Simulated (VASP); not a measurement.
Given:

```
CELL_PARAMETERS angstrom
      3.53322     0.00000     0.00000
      0.00000     3.44660     0.00000
      0.00000     0.00000     3.55582
ATOMIC_POSITIONS crystal
  Si 0.00000 0.00000 0.00000
  Ni 0.00000 0.50000 0.50000
  Ni 0.50000 0.00000 0.50000
  Ni 0.50590 0.50000 0.00000
```

All values below come from PBE GGA + U (Dudarev), VASP's PBE PAW potentials (set 64) (plane waves; VASP 6.6.1). Run with 400 eV cut-off, 8×8×8 Γ-centred mesh, first-order Methfessel-Paxton smearing of 0.10 eV, potentials Si Ni, U − J: Ni 5.00 eV.

Task: Which forces act on the atoms, in eV/Å?

Result: 
```json
[
 {"atom": "Si1", "Fx": "0.037", "Fy": "0.000", "Fz": "0.000"},
 {"atom": "Ni2", "Fx": "0.090", "Fy": "0.000", "Fz": "0.000"},
 {"atom": "Ni3", "Fx": "-0.010", "Fy": "0.000", "Fz": "0.000"},
 {"atom": "Ni4", "Fx": "-0.117", "Fy": "0.000", "Fz": "0.000"}
]
```

Task: Give the stress tensor in GPa (positive for a compressed cell).

Result: 
```
-14.01    0.00    0.00
  0.00  -11.65    0.00
  0.00    0.00  -14.85
```
The pressure is its mean diagonal, -13.50 GPa.

The compound is Ni3Si in the L1_2 structure. The cell was not relaxed at this level, atoms are displaced from their ideal sites. The run is one of a series of settings (LDAU = .TRUE., LDAUJ = 0 0, LDAUL = -1 2, LDAUTYPE = 2, LDAUU = 0 5.0 against the base run), some of them coarse on purpose. The run is not spin-polarised, so no magnetic state was tried.
